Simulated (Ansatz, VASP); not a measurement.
**Ca6Zn4Cr4Si17O50 (glassy 59SiO2-21CaO-14ZnO-7Cr2O3 (mol %)): VASP beside Ansatz**

One calculation is typed for both programs; each brings its own data sets. How far apart do they land? The structure shown is the start of the Ansatz relaxation below; VASP solves that cell, so the two are compared at the walk's first step.

Method: plane waves, with VASP 6.6.1 beside it; single point at PBE, in Ansatz 0.2.0.

## (1) Set-up

The cell holds 81 atoms: 17 Si, 6 Ca, 4 Zn, 4 Cr and 50 O. Cell: a = 10.150 Å, b = 10.150 Å, c = 10.150 Å, α = 90.0°, β = 90.0°, γ = 90.0°. As first built, before any earlier steps moved the atoms (in the runner's words): 81 atoms (17 Si, 6 Ca, 4 Zn, 4 Cr, 50 O) placed at random at 2.92 g/cm^3, melted at 4000 K for 10 ps at fixed volume with the Morse and Coulomb pair potential with partial charges (Pedone, Malavasi, Menziani, Cormack and Segre, J. Phys. Chem. B 110, 11780 (2006)). Quenched from 4000 K to 300 K at 20 K/ps and fixed volume, held 10 ps at zero pressure.

## (2) Ansatz: relaxation, PBE

Ansatz runs on its default PAW (the set named soft_2) files.

The two programs are compared at the cell with which this relaxation starts, whose forces are those of its first step.

The input, input.yaml:

```yaml
crystal:
  lattice:
    - [10.14983, 0.0, 0.0]
    - [0.0, 10.14983, 0.0]
    - [0.0, 0.0, 10.14983]
  atoms:
    - { symbol: Si, position: [0.26392, 0.14666, 0.9921] }
    - { symbol: Si, position: [0.83602, 0.56795, 0.96915] }
    - { symbol: Si, position: [0.46122, 0.14739, 0.33918] }
    - { symbol: Si, position: [0.15152, 0.59621, 0.02603] }
    - { symbol: Si, position: [0.40927, 0.55615, 0.52364] }
    - { symbol: Si, position: [0.72461, 0.51344, 0.52867] }
    - { symbol: Si, position: [0.74052, 0.21529, 0.45224] }
    - { symbol: Si, position: [0.0722, 0.10341, 0.7529] }
    - { symbol: Si, position: [0.88729, 0.91371, 0.1644] }
    - { symbol: Si, position: [0.97458, 0.58651, 0.63966] }
    - { symbol: Si, position: [0.49033, 0.01098, 0.82545] }
    - { symbol: Si, position: [0.23794, 0.86264, 0.12099] }
    - { symbol: Si, position: [0.77157, 0.9225, 0.54604] }
    - { symbol: Si, position: [0.62141, 0.04959, 0.09375] }
    - { symbol: Si, position: [0.77733, 0.64838, 0.24944] }
    - { symbol: Si, position: [0.9643, 0.19083, 0.23996] }
    - { symbol: Si, position: [0.43211, 0.50466, 0.94977] }
    - { symbol: Ca, position: [0.22537, 0.79903, 0.71319] }
    - { symbol: Ca, position: [0.7207, 0.25208, 0.802] }
    - { symbol: Ca, position: [0.62743, 0.72208, 0.73279] }
    - { symbol: Ca, position: [0.38774, 0.25912, 0.70451] }
    - { symbol: Ca, position: [0.13071, 0.37896, 0.49713] }
    - { symbol: Ca, position: [0.01934, 0.34678, 0.88566] }
    - { symbol: Zn, position: [0.45022, 0.65969, 0.23163] }
    - { symbol: Zn, position: [0.43482, 0.88298, 0.53023] }
    - { symbol: Zn, position: [0.55126, 0.7771, 0.04327] }
    - { symbol: Zn, position: [0.77818, 0.33526, 0.0847] }
    - { symbol: Cr, position: [0.18146, 0.05837, 0.44616], spin: -3.0 }
    - { symbol: Cr, position: [0.31807, 0.40117, 0.21378], spin: 3.0 }
    - { symbol: Cr, position: [0.0409, 0.78324, 0.39634], spin: 3.0 }
    - { symbol: Cr, position: [0.93583, 0.84646, 0.83472], spin: 3.0 }
    - { symbol: O, position: [0.76305, 0.57721, 0.38598] }
    - { symbol: O, position: [0.23406, 0.02301, 0.08306] }
    - { symbol: O, position: [0.58634, 0.19819, 0.41392] }
    - { symbol: O, position: [0.77896, 0.69881, 0.91544] }
    - { symbol: O, position: [0.38454, 0.81057, 0.13996] }
    - { symbol: O, position: [0.95723, 0.0291, 0.24173] }
    - { symbol: O, position: [0.49514, 0.38338, 0.8664] }
    - { symbol: O, position: [0.28278, 0.27818, 0.0701] }
    - { symbol: O, position: [0.66584, 0.18518, 0.0381] }
    - { symbol: O, position: [0.79626, 0.54326, 0.12529] }
    - { symbol: O, position: [0.08314, 0.95684, 0.79192] }
    - { symbol: O, position: [0.16934, 0.52801, 0.16615] }
    - { symbol: O, position: [0.95332, 0.25999, 0.09716] }
    - { symbol: O, position: [0.15546, 0.14736, 0.61086] }
    - { symbol: O, position: [0.87488, 0.85511, 0.46155] }
    - { symbol: O, position: [0.63675, 0.72792, 0.20944] }
    - { symbol: O, position: [0.77907, 0.07707, 0.5122] }
    - { symbol: O, position: [0.51183, 0.07896, 0.20896] }
    - { symbol: O, position: [0.56905, 0.10769, 0.72751] }
    - { symbol: O, position: [0.04464, 0.60509, 0.49529] }
    - { symbol: O, position: [0.01511, 0.70228, 0.73066] }
    - { symbol: O, position: [0.01227, 0.44637, 0.68577] }
    - { symbol: O, position: [0.38976, 0.54248, 0.36495] }
    - { symbol: O, position: [0.15529, 0.17413, 0.88336] }
    - { symbol: O, position: [0.93203, 0.15985, 0.75948] }
    - { symbol: O, position: [0.37362, 0.70095, 0.56552] }
    - { symbol: O, position: [0.93746, 0.88589, 0.02304] }
    - { symbol: O, position: [0.37938, 0.03264, 0.42876] }
    - { symbol: O, position: [0.08151, 0.21591, 0.34087] }
    - { symbol: O, position: [0.57671, 0.9628, 0.95927] }
    - { symbol: O, position: [0.44494, 0.50085, 0.11178] }
    - { symbol: O, position: [0.35793, 0.25911, 0.32844] }
    - { symbol: O, position: [0.385, 0.10151, 0.89842] }
    - { symbol: O, position: [0.78968, 0.42863, 0.90799] }
    - { symbol: O, position: [0.18352, 0.75168, 0.01918] }
    - { symbol: O, position: [0.16445, 0.84504, 0.25889] }
    - { symbol: O, position: [0.3319, 0.44018, 0.59414] }
    - { symbol: O, position: [0.7399, 0.9783, 0.157] }
    - { symbol: O, position: [0.74625, 0.35979, 0.5268] }
    - { symbol: O, position: [0.50311, 0.63654, 0.91164] }
    - { symbol: O, position: [0.14053, 0.88856, 0.5113] }
    - { symbol: O, position: [0.89629, 0.75814, 0.23243] }
    - { symbol: O, position: [0.26832, 0.53256, 0.93226] }
    - { symbol: O, position: [0.814, 0.59266, 0.63322] }
    - { symbol: O, position: [0.00692, 0.5639, 0.9698] }
    - { symbol: O, position: [0.82994, 0.24663, 0.3108] }
    - { symbol: O, position: [0.57135, 0.54122, 0.55884] }
    - { symbol: O, position: [0.80822, 0.8945, 0.70367] }
    - { symbol: O, position: [0.63307, 0.85344, 0.5307] }
    - { symbol: O, position: [0.42741, 0.90238, 0.7423] }
magnetization:
  spin_polarized: true
kpoints:
  mp_grid: { grid: [1, 1, 1] }
hamiltonian:
  xc: pbe
scf:
  occupations: { method: gaussian, width: 0.025 }
  lower_state_search: "off"
output:
  forces: true
relax:
  f_tol: 0.05
  max_steps: 150
  cell: {}
```

The run is started by

```sh
$ ansatz run input.yaml --threads 4 --pin off --max-ram 8192MiB --backend cpu --events-out ev --progress --plain --runs-dir out
```

Numbers of over 12 decimals in the logs are rounded to 6 here.

Log:

```text
Engine: ansatz 0.2.0, x86_64-unknown-linux-gnu
Pseudopotentials: kind: paw
Pseudopotential: Si, paw, valence charge 4, recommended cutoff 420 eV (normal), Si.paw.azcp
Pseudopotential: Ca, paw, valence charge 10, recommended cutoff 420 eV (normal), Ca.paw.azcp
Pseudopotential: Zn, paw, valence charge 12, recommended cutoff 420 eV (normal), Zn.paw.azcp
Pseudopotential: Cr, paw, valence charge 14, recommended cutoff 420 eV (normal), Cr.paw.azcp
Pseudopotential: O, paw, valence charge 6, recommended cutoff 420 eV (normal), O.paw.azcp
Functional definition: PBE
  parameter kappa = 0.804
  parameter beta = 0.066725
  exchange = pbe_x(kappa = kappa, mu = beta*pi^2/3)
  correlation = pbe_c(beta = beta)
Crystal: 81 atoms, lattice volume = 1045.626 Å³
Basis set: ecut = 420 eV, 20341 PW (Γ), exchange–correlation on 144×144×144 points (8 copies of the dense FFT grid, shifted against one another)
Bands: 353, of which v1, the nominal top of the filled ones, is band 266 counted from 1 (265 counted from 0)
Symmetry: 1 space group operations
Space group: P1 (ITA 1), of the structure as read, at distance tolerance 1.0e-4 Å
Magnetic group: BNS 1.1 (UNI 1), of the structure as read, at distance tolerance 1.0e-4 Å
k-points: 1
Non-local potential: Si, projectors of the file, l = 0: 2, l = 1: 2, l = 2: 2
Non-local potential: Ca, projectors of the file, l = 0: 3, l = 1: 2, l = 2: 2
Non-local potential: Zn, projectors of the file, l = 0: 2, l = 1: 2, l = 2: 3, l = 3: 1
Non-local potential: Cr, projectors of the file, l = 0: 3, l = 1: 2, l = 2: 3, l = 3: 1
Non-local potential: O, projectors of the file, l = 0: 2, l = 1: 2, l = 2: 1
PAW form: soft (Blöchl's): semilocal exchange-correlation on the pseudo side does not see the compensation charge
PAW one-centre angular grid: Si, 110 points (default); XC on 64 Gauss nodes
PAW one-centre angular grid: Ca, 110 points (default); XC on 64 Gauss nodes
PAW one-centre angular grid: Zn, 590 points (default); XC on 64 Gauss nodes
PAW one-centre angular grid: Cr, 590 points (default); XC on 64 Gauss nodes
PAW one-centre angular grid: O, 110 points (default); XC on 64 Gauss nodes
Initial density: superposition of atomic densities (chi_scale 0.1, normalization cell, long waves <1 % of neutral atoms (reshape's long-wave potential 1.00 eV rms, cloud 2.42 Å wide))
Starting moments: Σ|m| = 12 μB on 4 of 81 sites
Initial wavefunctions: pseudopotential atomic-orbital guess
Functional: x = pbe(κ = 0.804, μ = 0.219515), c = pbe(β = 0.066725)
SCF iter   1: F=—  HF=-76985.662764 eV  |F-HF|=—  |Δ(HF+E_count)|=         —  Δρ=6.26e-2 (↑5.26e-2 ↓6.26e-2)  dr2=1.99e2  dr2_m=3.77e0  M=2.000 μB ∫|m|=13.965 μB  β_m=0.30  ethr=3.10e-3  ⟨swp⟩=8.5  Hψ=3317  notcnv=0  defer=97
preconditioner: auto → Resta (q_TF=auto, 2.438 Å⁻¹)  ε∞=4.9  [insulator: Δε(μ)=0.132 eV  Ē_g=12.369 eV  σ=0.025 eV  W_gap=1.00  n_scr=250 (ndim 8)  ℏωp=24.4 eV  f_vac=0.020  D(μ)=0.04/eV (n_scr^D=0)  ε∞_Penn≈4.9]
spin=Collinear: Resta preconditioning applied to the charge; magnetization (m = ρ↑ − ρ↓) channel mixes plain (no charge-response kernel on spin).
SCF iter   2: F=—  HF=-76969.291273 eV  |F-HF|=—  |Δ(HF+E_count)|=    1.64e1  Δρ=7.90e-2 (↑5.35e-2 ↓7.90e-2)  dr2=2.52e2  dr2_m=8.00e0  M=8.881 μB ∫|m|=9.774 μB  β_m=0.30  ethr=3.10e-3  ⟨swp⟩=3.0  Hψ=1355  notcnv=0  defer=161
preconditioner: auto → Kerker (q_TF=auto, 2.438 Å⁻¹)  [metal: Δε(μ)=0.005 eV  Ē_g=13.827 eV  σ=0.025 eV  W_gap=0.12  n_scr=250 (ndim 8)  ℏωp=25.3 eV  f_vac=0.022  D(μ)=44.64/eV (n_scr^D=388)]
spin=Collinear: Kerker preconditioning applied to the charge; magnetization (m = ρ↑ − ρ↓) channel mixes plain (no charge-response kernel on spin).
SCF iter   3: F=—  HF=-76960.854870 eV  |F-HF|=—  |Δ(HF+E_count)|=    8.44e0  Δρ=6.25e-2 (↑6.25e-2 ↓5.14e-2)  dr2=1.85e2  dr2_m=6.97e0  M=2.000 μB ∫|m|=11.063 μB  β_m=0.30  ethr=3.10e-3  ⟨swp⟩=3.5  Hψ=1370  notcnv=0  defer=156
Mixer restart at iter 3: flushing history
spin-set hold released at iteration 3 (the charge has settled, or the pull on large starting moments outlasts its swing): the magnetisation degrees of freedom join the quasi-Newton model from the next iteration; the mixer history was flushed
SCF iter   4: F=—  HF=-76965.755552 eV  |F-HF|=—  |Δ(HF+E_count)|=    4.90e0  Δρ=9.69e-2 (↑6.69e-2 ↓9.69e-2)  dr2=4.23e2  dr2_m=8.28e0  M=4.456 μB ∫|m|=6.448 μB  β_m=0.18  ethr=3.10e-3  ⟨swp⟩=4.0  Hψ=1766  notcnv=0  defer=160  recentre
SCF iter   5: F=—  HF=-76952.076973 eV  |F-HF|=—  |Δ(HF+E_count)|=    1.37e1  Δρ=5.71e-2 (↑5.71e-2 ↓3.09e-2)  dr2=1.17e2  dr2_m=6.45e0  M=4.000 μB ∫|m|=12.493 μB  β_m=0.22  ethr=3.10e-3  ⟨swp⟩=3.0  Hψ=1640  notcnv=0  defer=156
SCF iter   6: F=—  HF=-76947.529452 eV  |F-HF|=—  |Δ(HF+E_count)|=    4.55e0  Δρ=3.06e-2 (↑3.06e-2 ↓2.48e-2)  dr2=3.82e1  dr2_m=3.50e0  M=4.000 μB ∫|m|=12.257 μB  β_m=0.21  ethr=3.10e-3  ⟨swp⟩=2.5  Hψ=1344  notcnv=0  defer=164
[...]
atom  54  O      0.00358829     0.00217817    -0.00591465
  atom  55  O      0.00017941    -0.00045324    -0.00487432
  atom  56  O      0.00220143    -0.00102025     0.00033010
  atom  57  O      0.00347966     0.00577639     0.00218937
  atom  58  O     -0.00143071     0.00064413    -0.00370181
  atom  59  O      0.00219988    -0.00357107     0.00064119
  atom  60  O      0.00087899    -0.00211195     0.00027067
  atom  61  O     -0.00302295     0.00540429    -0.00228823
  atom  62  O     -0.00160973     0.00052393    -0.00069397
  atom  63  O      0.00619164     0.00213988    -0.00683490
  atom  64  O     -0.00088029    -0.00020396     0.00002816
  atom  65  O      0.00009604     0.01088106     0.00110482
  atom  66  O      0.00228201     0.00300506    -0.00471073
  atom  67  O     -0.00326818    -0.00147159     0.00241356
  atom  68  O      0.00332315    -0.00123158     0.00326768
  atom  69  O      0.00142382     0.00025173     0.00118126
  atom  70  O      0.00389040    -0.00116798     0.00117380
  atom  71  O     -0.00012546     0.00160377     0.00145361
  atom  72  O     -0.00361853    -0.00497731    -0.00212212
  atom  73  O     -0.00324748     0.00484012    -0.00249002
  atom  74  O      0.00238899    -0.00265594    -0.00473601
  atom  75  O     -0.00412838     0.00287760    -0.00273699
  atom  76  O      0.00313790     0.00638167     0.00356316
  atom  77  O      0.00442399     0.00147822     0.00675091
  atom  78  O     -0.00039911    -0.00320309     0.00135071
  atom  79  O     -0.00212983     0.00437188     0.00127018
  atom  80  O      0.00292834     0.00158015     0.00230545
  atom  81  O     -0.00557593     0.00164615    -0.00382852
  max |Σ_I F_I| component: 3.37e-5 eV/Å
--- Stress (GPa, compression-positive) ---
        0.012892      -0.006518      -0.006304
       -0.006518       0.004644      -0.002542
       -0.006304      -0.002543       0.004406
  P = ⅓ Tr σ = 0.0073 GPa (0.073 kbar)
--- Relaxed structure (27 steps of the walk, 24 accepted, 3 SCFs on fresh bases) ---
  F+E_penalty+E_count = -76947.71143993 eV   max|allowed force component| = 1.332e-2 eV/Å   (the final SCF, on the basis selected at the relaxed cell)
  cell:  # Å, volume = 1082.3765 Å³
    - [10.529801, -0.154734, -0.00626455]
    - [-0.154734, 10.068512, 0.144556]
    - [-0.00626455, 0.144556, 10.213611]
  atoms:
    - { symbol: Si, position: [0.254832, 0.136364, 0.998356] }
    - { symbol: Si, position: [0.865868, 0.549308, 0.974504] }
    - { symbol: Si, position: [0.460308, 0.131159, 0.338958] }
    - { symbol: Si, position: [0.168676, 0.581188, 0.037326] }
    - { symbol: Si, position: [0.406667, 0.553321, 0.519167] }
    - { symbol: Si, position: [0.708048, 0.509695, 0.512046] }
    - { symbol: Si, position: [0.728120, 0.210045, 0.461692] }
    - { symbol: Si, position: [0.087454, 0.108329, 0.753200] }
    - { symbol: Si, position: [0.865711, 0.916810, 0.157059] }
    - { symbol: Si, position: [0.965255, 0.612517, 0.605360] }
    - { symbol: Si, position: [0.480265, 0.020816, 0.828439] }
    - { symbol: Si, position: [0.230741, 0.845976, 0.135672] }
    - { symbol: Si, position: [0.775103, 0.928061, 0.588212] }
    - { symbol: Si, position: [0.620336, 0.064741, 0.087526] }
    - { symbol: Si, position: [0.751851, 0.642820, 0.225460] }
    - { symbol: Si, position: [0.967914, 0.170148, 0.285104] }
    - { symbol: Si, position: [0.421227, 0.512033, 0.938134] }
    - { symbol: Ca, position: [0.208432, 0.811678, 0.673854] }
    - { symbol: Ca, position: [0.752214, 0.217495, 0.780514] }
    - { symbol: Ca, position: [0.648715, 0.704872, 0.749616] }
    - { symbol: Ca, position: [0.389314, 0.272665, 0.709090] }
    - { symbol: Ca, position: [0.137495, 0.448145, 0.441499] }
    - { symbol: Ca, position: [0.055271, 0.384944, 0.821715] }
    - { symbol: Zn, position: [0.440884, 0.648757, 0.237132] }
    - { symbol: Zn, position: [0.466892, 0.878135, 0.551399] }
    - { symbol: Zn, position: [0.519101, 0.783650, 0.031428] }
    - { symbol: Zn, position: [0.826813, 0.291168, 0.071227] }
    - { symbol: Cr, position: [0.217001, 0.097647, 0.457568] }
    - { symbol: Cr, position: [0.327887, 0.383724, 0.209105] }
    - { symbol: Cr, position: [0.024732, 0.842106, 0.391327] }
    - { symbol: Cr, position: [0.935685, 0.833065, 0.845644] }
    - { symbol: O, position: [0.737128, 0.553149, 0.361366] }
    - { symbol: O, position: [0.217992, -0.000297144, 0.079733] }
    - { symbol: O, position: [0.583854, 0.202154, 0.407199] }
    - { symbol: O, position: [0.814322, 0.681079, 0.902791] }
    - { symbol: O, position: [0.382257, 0.813648, 0.159573] }
    - { symbol: O, position: [0.958011, 0.00448195, 0.261260] }
    - { symbol: O, position: [0.476205, 0.402654, 0.847876] }
    - { symbol: O, position: [0.284367, 0.262346, 0.084431] }
    - { symbol: O, position: [0.683528, 0.192932, 0.012711] }
    - { symbol: O, position: [0.806070, 0.531691, 0.124146] }
    - { symbol: O, position: [0.076341, 0.949906, 0.784417] }
    - { symbol: O, position: [0.194374, 0.509914, 0.180526] }
    - { symbol: O, position: [0.980745, 0.251113, 0.147417] }
    - { symbol: O, position: [0.199970, 0.146487, 0.639961] }
    - { symbol: O, position: [0.884482, 0.878557, 0.498176] }
    - { symbol: O, position: [0.617526, 0.702551, 0.182925] }
    - { symbol: O, position: [0.757282, 0.093261, 0.568512] }
    - { symbol: O, position: [0.505292, 0.092119, 0.190937] }
    - { symbol: O, position: [0.558139, 0.128474, 0.739730] }
    - { symbol: O, position: [0.033844, 0.662970, 0.467255] }
    - { symbol: O, position: [0.010732, 0.705528, 0.725417] }
    - { symbol: O, position: [0.017749, 0.463245, 0.622223] }
    - { symbol: O, position: [0.388981, 0.518170, 0.361789] }
    - { symbol: O, position: [0.149433, 0.184196, 0.887271] }
[...]
- { symbol: O, position: [0.258594, 0.520091, 0.920451] }
    - { symbol: O, position: [0.803014, 0.596569, 0.607392] }
    - { symbol: O, position: [0.022997, 0.546635, 0.986775] }
    - { symbol: O, position: [0.827543, 0.214865, 0.341754] }
    - { symbol: O, position: [0.563075, 0.538068, 0.560295] }
    - { symbol: O, position: [0.796697, 0.900030, 0.747646] }
    - { symbol: O, position: [0.641937, 0.845661, 0.563006] }
    - { symbol: O, position: [0.419821, 0.898033, 0.748400] }
```

(Part 1 of 2 ends here.)

[Lines on the potential files, build, host, timing and source positions are cut from VASP's logs without a mark.]

[Logs are printed without paths, hosts, clocks, repeated set-up lines and the standing remarks that a program may print on its own settings, such as how far it seeks lower states.]

[Hosts, paths, dates, database ids (printed as entryN), source tags and the programs' standing remarks are cut or masked in the printed files.]
